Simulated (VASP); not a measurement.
A run of VASP 6.6.1 is set up as follows.

Contents of INCAR:

```
SYSTEM = In3GaSb2N2
  PREC = Normal
  ENCUT = 520
  EDIFF = 1E-4
  ISMEAR = 0
  SIGMA = 0.15
  LREAL = .False.
  LASPH = .True.
  NELM = 60
  ALGO = Fast
  ISIF = 3
  LWAVE = .False.
  LCHARG = .False.
  GGA = PE
  IBRION = 2
  NSW = 24
  EDIFFG = -0.08
```

KPOINTS

```
regular mesh
0
Gamma
  3 3 2
  0 0 0
```

File POSCAR:

```
In3GaSb2N2
1.0
    5.0217352100      0.0000000000      0.0000000000
    0.0000000000      5.0217352100      0.0000000000
    0.0000000000      0.0000000000      7.7755839000
In Ga Sb N
3 1 2 2
Direct
    0.0000000000      0.0000000000      0.6951244500
    0.0000000000      0.0000000000      0.3048755500
    0.0000000000      0.0000000000      0.0000000000
    0.5000000000      0.5000000000      0.5000000000
    0.5000000000      0.5000000000      0.8052365000
    0.5000000000      0.5000000000      0.1947635000
    0.0000000000      0.5000000000      0.0000000000
    0.5000000000      0.0000000000      0.0000000000
```

Potentials or basis: VASP PAW PBE potentials, release 64 (In_d, Ga_d, Sb, N).

Command:

```console
$ cat potpaw_PBE.64/In_d/POTCAR potpaw_PBE.64/Ga_d/POTCAR potpaw_PBE.64/Sb/POTCAR potpaw_PBE.64/N/POTCAR > POTCAR
$ mpirun -np 1 vasp_std > vasp.out
```

Problem. Estimate the relaxed volume.

Solution. 21.41 Å³/atom.

Problem. What does it give for the band gap on the k mesh?

Solution. None (metal or under the smearing width).

Problem. Predict the space group after relaxing (to 0.05 Å).

Solution. P4/mmm (No. 123).

Problem. What does it give for the relaxed cell?

Solution. a = 4.331 Å, b = 4.331 Å, c = 9.133 Å, α = 90.00°, β = 90.00°, γ = 90.00°.

Forces in eV/Å, atoms in the order of the input:
```
In   0.000  0.000  0.022
In   0.000  0.000 -0.022
In   0.000  0.000  0.000
Ga   0.000  0.000  0.000
Sb   0.000  0.000 -0.010
Sb   0.000  0.000  0.010
N    0.000  0.000  0.000
N    0.000  0.000  0.000
```

Caveat: the k mesh is coarse (spacing up to 0.42 Å⁻¹), so the values aren't converged; the relaxation stopped at a loose force limit of 0.08 eV/Å, so its end isn't a converged minimum. The run has no spin-orbit coupling, so splittings on Sb are missing.
